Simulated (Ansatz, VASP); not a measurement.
## One calculation of NbSn2S3, two programs

```
CELL_PARAMETERS angstrom
4.08533 0.00000 0.00000
-2.04267 3.53800 0.00000
0.00000 0.00000 6.38785
ATOMIC_POSITIONS crystal
Nb 0.00000 0.00000 0.50000
Sn 0.33333 0.66667 0.50000
Sn 0.66667 0.33333 0.50000
S 0.00000 0.00000 0.00000
S 0.00000 0.00000 0.30603
S 0.00000 0.00000 0.69397
```

Alike in both runs: task single point; functional PBE; k mesh 6 × 6 × 4; occupations gaussian, width 0.1 eV; no spin polarisation.

|  | VASP | Ansatz |
| --- | --- | --- |
| version | VASP 6.6.1 | Ansatz 0.2.0 |
| potentials or method | VASP PAW PBE potentials, release 64 (Nb_sv, Sn_d, S) | scalar-relativistic, plane waves, PAW |
| plane-wave cutoff (eV) | 520 | 420 |
| valence electrons in the cell | 59 | 59 |

```csv
,VASP,Ansatz,Ansatz less VASP
gap on the k mesh at the Fermi level (eV),none,none,-
rms of the force components (eV/Å),53.333,61.231,+7.8975
```

Atom by atom the forces differ by 7.897 eV/Å (rms over components). A gap of «none» marks a metal or a gap that the smearing closes.

Caveats: forces of over 1 eV/Å show positions far from the minimum, so gaps and moduli don't describe the material at rest.
